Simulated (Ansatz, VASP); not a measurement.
## NaZr3N4: VASP beside Ansatz

```
Na Zr N
1.0
     5.00791    0.00000    0.00000
     0.00000    5.00791    0.00000
     0.00000    0.00000    5.00791
Na Zr N
1 3 4
Cartesian
  2.5040 2.5040 2.5040
  0.0000 0.0000 2.5040
  2.5040 0.0000 0.0000
  0.0000 2.5040 0.0000
  1.1573 1.1573 3.8506
  3.8506 3.8506 3.8506
  1.1573 3.8506 1.1573
  3.8506 1.1573 1.1573
```

Alike in both runs: functional PBE; k mesh 4 × 4 × 4; occupations gaussian, width 0.1 eV; no spin polarisation.

Ansatz relaxed the structure, and its values are those at the end. VASP's run is a single point on that final structure, the one shown.

|  | VASP | Ansatz |
| --- | --- | --- |
| version | VASP 6.6.1 | Ansatz 0.2.0 |
| potentials or method | VASP PAW PBE potentials, release 64 (Na_pv, Zr_sv, N) | scalar-relativistic, plane waves, PAW |
| plane-wave cutoff (eV) | 520 | 420 |
| valence electrons in the cell | 63 | 65 |

|  | VASP | Ansatz | Ansatz less VASP |
| --- | --- | --- | --- |
| gap on the k mesh at the Fermi level (eV) | none | none | - |
| pressure (GPa) | -0.1 | -0.3 | -0.15 |

A gap of «none» marks a metal or a gap that the smearing closes. The two sets of potentials don't hold the same shells in valence.
